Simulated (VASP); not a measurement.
Level of theory: revPBE GGA, VASP's PBE PAW potentials (set 64) (plane waves; VASP).

Input for VASP

INCAR:
```
# general
SYSTEM  = MgI2
PREC    = Accurate
ENCUT   = 520   # plane-wave cut-off (eV)
LREAL   = .False.
LASPH   = .True.   # aspherical one-centre terms

# electronic loop
EDIFF   = 1E-7   # SCF stop (eV)
NELM    = 100   # most electronic steps
ALGO    = Normal
LMAXMIX = 4

# smearing
ISMEAR  = 0
SIGMA   = 0.05   # width (eV)

# functional
GGA     = RE   # revPBE

# ions
IBRION  = 2
NSW     = 30
ISIF    = 4
EDIFFG  = -0.01

# output
LWAVE   = .False.
LCHARG  = .False.
```

POSCAR:
```
MgI2
1
    2.0876485761    -3.6159129551     0.0000000000
    2.0876485761     3.6159129551     0.0000000000
    0.0000000000     0.0000000000     8.5640070053
Mg I
1 2
Direct
  0.0000000000   0.0000000000   1.0000000000
  0.3333330000   0.6666670000   0.1917340556
  0.6666670000   0.3333330000   0.8082659444
```

File KPOINTS:
```
Automatic
0
Gamma
6 6 3
0 0 0
```

POTCAR, in this order: Mg I (PBE.64 set). Program: vasp_std.

The resulting files:

### OUTCAR
```
 ion  position               nearest neighbor table
   1  0.000  0.000  0.000-   2 2.92   3 2.92   3 2.92   2 2.92   3 2.92   2 2.92
   2  0.333  0.667  0.192-   1 2.92   1 2.92   1 2.92
   3  0.667  0.333  0.808-   1 2.92   1 2.92   1 2.92
  LATTYP: Found a hexagonal cell.
 ALAT       =     4.1752967650
 C/A-ratio  =     2.0511133668
 Subroutine PRICEL returns:
 Original cell was already a primitive cell.
 Subroutine GETGRP returns: Found 12 space group operations
The static configuration has the point symmetry D_3d.
The dynamic configuration has the point symmetry D_3d.
 Subroutine INISYM returns: Found 12 space group operations
 Subroutine IBZKPT returns following result:
 Found     17 irreducible k-points:

 Following reciprocal coordinates:
            Coordinates               Weight
  0.000000  0.000000  0.000000      1.000000
  0.166667 -0.000000  0.000000      6.000000
  0.333333  0.000000  0.000000      6.000000
  0.500000 -0.000000  0.000000      3.000000
  0.166667  0.166667  0.000000      6.000000
  0.333333  0.166667  0.000000     12.000000
  0.333333  0.333333  0.000000      2.000000
  0.000000  0.000000  0.333333      2.000000
  0.166667 -0.000000  0.333333      6.000000
 -0.000000  0.166667  0.333333      6.000000
  0.333333  0.000000  0.333333      6.000000
  0.000000  0.333333  0.333333      6.000000
  0.500000 -0.000000  0.333333      6.000000
  0.166667  0.166667  0.333333     12.000000
  0.333333  0.166667  0.333333     12.000000
 -0.166667  0.500000  0.333333     12.000000
  0.333333  0.333333  0.333333      4.000000
   k-points           NKPTS =     17   k-points in BZ     NKDIM =     17   number of bands    NBANDS=     12
   number of dos      NEDOS =    301   number of ions     NIONS =      3
   total plane-waves  NPLWV =  65536
   dimension x,y,z NGX =    32 NGY =   32 NGZ =   64
   dimension x,y,z NGXF=    64 NGYF=   64 NGZF=  128
...
```

File OSZICAR:
```
...
DAV:   4    -0.726340793962E+01   -0.17623E+00   -0.17618E+00   568   0.992E+00
DAV:   5    -0.726612813109E+01   -0.27202E-02   -0.27201E-02   520   0.131E+00    0.403E+00
DAV:   6    -0.714166142991E+01    0.12447E+00   -0.16014E-01   460   0.221E+00    0.284E+00
DAV:   7    -0.712350257857E+01    0.18159E-01   -0.18208E-01   444   0.245E+00    0.727E-01
DAV:   8    -0.712093176091E+01    0.25708E-02   -0.13199E-02   496   0.689E-01    0.253E-01
DAV:   9    -0.712118585014E+01   -0.25409E-03   -0.13076E-03   500   0.262E-01    0.114E-01
DAV:  10    -0.712116445882E+01    0.21391E-04   -0.49667E-05   508   0.617E-02    0.403E-02
DAV:  11    -0.712117654512E+01   -0.12086E-04   -0.58899E-05   464   0.595E-02    0.394E-02
DAV:  12    -0.712117652129E+01    0.23825E-07   -0.41977E-06   520   0.136E-02    0.132E-02
DAV:  13    -0.712117666238E+01   -0.14109E-06   -0.22756E-07   516   0.329E-03    0.835E-03
DAV:  14    -0.712117697063E+01   -0.30825E-06   -0.58935E-07   448   0.679E-03    0.103E-03
DAV:  15    -0.712117702776E+01   -0.57123E-07   -0.33458E-08   404   0.126E-03
   1 F= -.71211770E+01 E0= -.71211770E+01  d E =-.712118E+01
       N       E                     dE             d eps       ncg     rms          rms(c)
DAV:   1    -0.712837312641E+01   -0.71962E-02   -0.34834E-01   416   0.341E+00    0.268E-01
DAV:   2    -0.712952612111E+01   -0.11530E-02   -0.13472E-02   492   0.803E-01    0.886E-02
DAV:   3    -0.712946878154E+01    0.57340E-04   -0.19357E-04   512   0.126E-01    0.695E-02
DAV:   4    -0.712942839540E+01    0.40386E-04   -0.99908E-05   476   0.662E-02    0.317E-02
DAV:   5    -0.712942446329E+01    0.39321E-05   -0.18283E-05   488   0.263E-02    0.515E-03
DAV:   6    -0.712942234533E+01    0.21180E-05   -0.15788E-06   496   0.891E-03    0.432E-03
DAV:   7    -0.712942166895E+01    0.67638E-06   -0.50010E-07   488   0.598E-03    0.201E-03
DAV:   8    -0.712942170594E+01   -0.36990E-07   -0.12552E-07   376   0.304E-03
   2 F= -.71294217E+01 E0= -.71294217E+01  d E =-.824468E-02
       N       E                     dE             d eps       ncg     rms          rms(c)
DAV:   1    -0.713308375978E+01   -0.36621E-02   -0.31251E+00   408   0.102E+01    0.812E-01
DAV:   2    -0.714365197551E+01   -0.10568E-01   -0.12376E-01   496   0.242E+00    0.282E-01
DAV:   3    -0.714310655806E+01    0.54542E-03   -0.17545E-03   496   0.379E-01    0.223E-01
DAV:   4    -0.714276093258E+01    0.34563E-03   -0.93477E-04   476   0.203E-01    0.994E-02
DAV:   5    -0.714274028955E+01    0.20643E-04   -0.16588E-04   508   0.802E-02    0.171E-02
DAV:   6    -0.714272708990E+01    0.13200E-04   -0.16176E-05   496   0.285E-02    0.127E-02
DAV:   7    -0.714272174443E+01    0.53455E-05   -0.50013E-06   488   0.189E-02    0.705E-03
DAV:   8    -0.714272159470E+01    0.14973E-06   -0.12218E-06   472   0.911E-03    0.131E-03
DAV:   9    -0.714272166185E+01   -0.67147E-07   -0.16724E-07   420   0.392E-03
   3 F= -.71427217E+01 E0= -.71427217E+01  d E =-.215446E-01
       N       E                     dE             d eps       ncg     rms          rms(c)
DAV:   1    -0.714264613932E+01    0.75455E-04   -0.29390E-01   408   0.314E+00    0.247E-01
DAV:   2    -0.714362543742E+01   -0.97930E-03   -0.11468E-02   496   0.740E-01    0.820E-02
DAV:   3    -0.714357475420E+01    0.50683E-04   -0.16045E-04   504   0.115E-01    0.647E-02
DAV:   4    -0.714354055881E+01    0.34195E-04   -0.81628E-05   476   0.601E-02    0.297E-02
DAV:   5    -0.714353734233E+01    0.32165E-05   -0.15478E-05   508   0.244E-02    0.456E-03
DAV:   6    -0.714353583833E+01    0.15040E-05   -0.12106E-06   496   0.800E-03    0.398E-03
DAV:   7    -0.714353543282E+01    0.40550E-06   -0.36245E-07   480   0.543E-03    0.178E-03
DAV:   8    -0.714353548264E+01   -0.49820E-07   -0.94902E-08   336   0.278E-03
   4 F= -.71435355E+01 E0= -.71435355E+01  d E =-.223585E-01
       N       E                     dE             d eps       ncg     rms          rms(c)
DAV:   1    -0.715972025219E+01   -0.16185E-01   -0.77888E-01   408   0.477E+00    0.550E-01
DAV:   2    -0.715381001313E+01    0.59102E-02   -0.19735E-02   448   0.107E+00    0.239E-01
DAV:   3    -0.715004522179E+01    0.37648E-02   -0.35716E-03   488   0.393E-01    0.126E-01
DAV:   4    -0.714895662646E+01    0.10886E-02   -0.26971E-03   496   0.311E-01    0.403E-02
DAV:   5    -0.714885891884E+01    0.97708E-04   -0.24882E-04   488   0.107E-01    0.328E-02
DAV:   6    -0.714884382397E+01    0.15095E-04   -0.21177E-05   504   0.326E-02    0.172E-02
DAV:   7    -0.714883915688E+01    0.46671E-05   -0.20982E-05   460   0.434E-02    0.335E-03
DAV:   8    -0.714883911826E+01    0.38618E-07   -0.54331E-07   508   0.571E-03
   5 F= -.71488391E+01 E0= -.71488391E+01  d E =-.530364E-02
       N       E                     dE             d eps       ncg     rms          rms(c)
DAV:   1    -0.717423244842E+01   -0.25393E-01   -0.16706E+00   408   0.698E+00    0.800E-01
DAV:   2    -0.716165996553E+01    0.12572E-01   -0.42667E-02   444   0.156E+00    0.350E-01
DAV:   3    -0.715364043394E+01    0.80195E-02   -0.78306E-03   488   0.582E-01    0.185E-01
DAV:   4    -0.715144115904E+01    0.21993E-02   -0.55938E-03   508   0.447E-01    0.565E-02
DAV:   5    -0.715128170943E+01    0.15945E-03   -0.50331E-04   472   0.152E-01    0.466E-02
DAV:   6    -0.715125735227E+01    0.24357E-04   -0.43919E-05   508   0.473E-02    0.239E-02
DAV:   7    -0.715125439173E+01    0.29605E-05   -0.42101E-05   452   0.629E-02    0.464E-03
DAV:   8    -0.715125435292E+01    0.38812E-07   -0.10916E-06   516   0.812E-03    0.308E-03
DAV:   9    -0.715125519985E+01   -0.84694E-06   -0.13094E-06   420   0.130E-02    0.136E-03
DAV:  10    -0.715125528166E+01   -0.81812E-07   -0.64638E-08   352   0.252E-03
   6 F= -.71512553E+01 E0= -.71512553E+01  d E =-.771980E-02
       N       E                     dE             d eps       ncg     rms          rms(c)
DAV:   1    -0.715155175247E+01   -0.29655E-03   -0.18866E-02   416   0.742E-01    0.856E-02
DAV:   2    -0.715140837711E+01    0.14338E-03   -0.46966E-04   452   0.164E-01    0.371E-02
DAV:   3    -0.715131912956E+01    0.89248E-04   -0.80394E-05   476   0.590E-02    0.196E-02
DAV:   4    -0.715129417610E+01    0.24953E-04   -0.65664E-05   508   0.485E-02    0.647E-03
DAV:   5    -0.715129399574E+01    0.18036E-06   -0.58886E-06   444   0.174E-02    0.506E-03
DAV:   6    -0.715129380628E+01    0.18946E-06   -0.47011E-07   508   0.495E-03    0.274E-03
DAV:   7    -0.715129374847E+01    0.57807E-07   -0.54927E-07   412   0.753E-03
   7 F= -.71512937E+01 E0= -.71512937E+01  d E =-.775827E-02
       N       E                     dE             d eps       ncg     rms          rms(c)
DAV:   1    -0.715131541260E+01   -0.21606E-04   -0.16929E-03   408   0.222E-01    0.258E-02
DAV:   2    -0.715130228131E+01    0.13131E-04   -0.42190E-05   448   0.493E-02    0.111E-02
DAV:   3    -0.715129417076E+01    0.81105E-05   -0.74505E-06   476   0.178E-02    0.580E-03
DAV:   4    -0.715129202289E+01    0.21479E-05   -0.58873E-06   504   0.145E-02    0.190E-03
DAV:   5    -0.715129200092E+01    0.21965E-07   -0.52951E-07   448   0.524E-03
   8 F= -.71512920E+01 E0= -.71512920E+01  d E =-.775652E-02
       N       E                     dE             d eps       ncg     rms          rms(c)
DAV:   1    -0.715130430819E+01   -0.12285E-04   -0.30463E-03   408   0.318E-01    0.236E-02
DAV:   2    -0.715131401835E+01   -0.97102E-05   -0.11608E-04   488   0.745E-02    0.810E-03
DAV:   3    -0.715131323567E+01    0.78268E-06   -0.16618E-06   488   0.116E-02    0.632E-03
DAV:   4    -0.715131244806E+01    0.78761E-06   -0.10074E-06   492   0.672E-03    0.283E-03
DAV:   5    -0.715131227709E+01    0.17097E-06   -0.17153E-07   332   0.267E-03    0.417E-04
DAV:   6    -0.715131220432E+01    0.72773E-07   -0.28848E-08   220   0.136E-03
   9 F= -.71513122E+01 E0= -.71513122E+01  d E =-.202034E-04
```

File OUTCAR:
```
------------------------ aborting loop because EDIFF is reached ----------------------------------------
  FORCE on cell =-STRESS in cart. coord.  units (eV):
  Direction    XX          YY          ZZ          XY          YZ          ZX
  --------------------------------------------------------------------------------------
  Total        0.1500297      0.1500297      0.1477117     -0.0000000     -0.0000000     -0.0000000
  in kB        1.8591120      1.8591114      1.8303881     -0.0000000     -0.0000000     -0.0000000
  external PRESSURE =       1.8495372 kB  Pullay stress =       0.0000000 kB
  volume of cell :      129.30
      direct lattice vectors                 reciprocal lattice vectors
     2.124543322 -3.679816358 -0.000000000     0.235344695 -0.135876346  0.000000000
     2.124543322  3.679816358  0.000000000     0.235344695  0.135876346 -0.000000000
    -0.000000000  0.000000000  8.269145579    -0.000000000 -0.000000000  0.120931478
 POSITION                                       TOTAL-FORCE (eV/Angst)
 -----------------------------------------------------------------------------------
      0.00000     -0.00000      0.00000        -0.000000      0.000000      0.000000
      2.12454      1.22661      1.67567        -0.000000      0.000000      0.005416
      2.12454     -1.22661      6.59347         0.000000     -0.000000     -0.005416
 -----------------------------------------------------------------------------------
    total drift:                               -0.000000     -0.000000      0.000000
  FREE ENERGIE OF THE ION-ELECTRON SYSTEM (eV)
  ---------------------------------------------------
  free  energy   TOTEN  =        -7.1513122043 eV

  energy  without entropy=       -7.1513122043  energy(sigma->0) =       -7.15131220

 reached required accuracy - stopping structural energy minimisation
```
(Selected blocks of OUTCAR.)

### CONTCAR
```
MgI2
   1.00000000000000
     2.1245433219210814   -3.6798163581425252   -0.0000000000000000
     2.1245433219210814    3.6798163581425252    0.0000000000000000
    -0.0000000000000000    0.0000000000000000    8.2691455791198738
  Mg              I
     1     2
Direct
     0.0000000000000000    0.0000000000000000    0.0000000000000000
     0.3333330000000032    0.6666669999999968    0.2026414727675745
     0.6666669999999968    0.3333330000000032    0.7973585272324255
```

File OUTCAR:
```
 val. band max:        0.4098360870   @ k =   0.0000   0.0000   0.0000

 cond. band min:       4.1406636699   @ k =   0.5000  -0.0000   0.3333


 Fermi energy:         0.6718092728

 k-point     1 :       0.0000    0.0000    0.0000
  band No.  band energies     occupation
      1     -11.1924      2.00000
      2     -10.6965      2.00000
      3      -2.3712      2.00000
      4       0.0960      2.00000
      5       0.1415      2.00000
      6       0.1415      2.00000
      7       0.4098      2.00000
      8       0.4098      2.00000
      9       4.2521      0.00000
     10       5.4040      0.00000
     11       7.1252      0.00000
     12       7.1297      0.00000

 k-point     2 :       0.1667   -0.0000    0.0000
  band No.  band energies     occupation
      1     -11.0757      2.00000
      2     -10.6317      2.00000
      3      -2.2690      2.00000
      4      -0.7569      2.00000
      5      -0.2699      2.00000
      6      -0.1251      2.00000
      7       0.1473      2.00000
      8       0.3497      2.00000
      9       4.9392      0.00000
     10       5.9383      0.00000
     11       6.6436      0.00000
     12       7.5226      0.00000

 k-point     3 :       0.3333    0.0000    0.0000
  band No.  band energies     occupation
      1     -10.8045      2.00000
      2     -10.5125      2.00000
      3      -2.4014      2.00000
      4      -1.8077      2.00000
      5      -0.9272      2.00000
      6      -0.5108      2.00000
      7       0.0355      2.00000
      8       0.1505      2.00000
      9       4.5643      0.00000
     10       6.0194      0.00000
     11       6.7435      0.00000
     12       7.7465      0.00000

 k-point     4 :       0.5000   -0.0000    0.0000
  band No.  band energies     occupation
      1     -10.6236      2.00000
      2     -10.4819      2.00000
      3      -2.7748      2.00000
      4      -2.1382      2.00000
      5      -0.8139      2.00000
      6      -0.6705      2.00000
...
```

Without a dispersion term in the relaxation, distances and binding between the weakly bound layers, chains or molecules are unreliable, and so is what depends on them. Unless said otherwise, spin-orbit coupling is left out, though it shifts the bands of the heavy elements here.

The compound is MgI2 in the 1T layered structure. This cell is one point of a volume scan, at 0.94 of the reference volume. Symmetry was kept, so distortions that lower it aren't found.
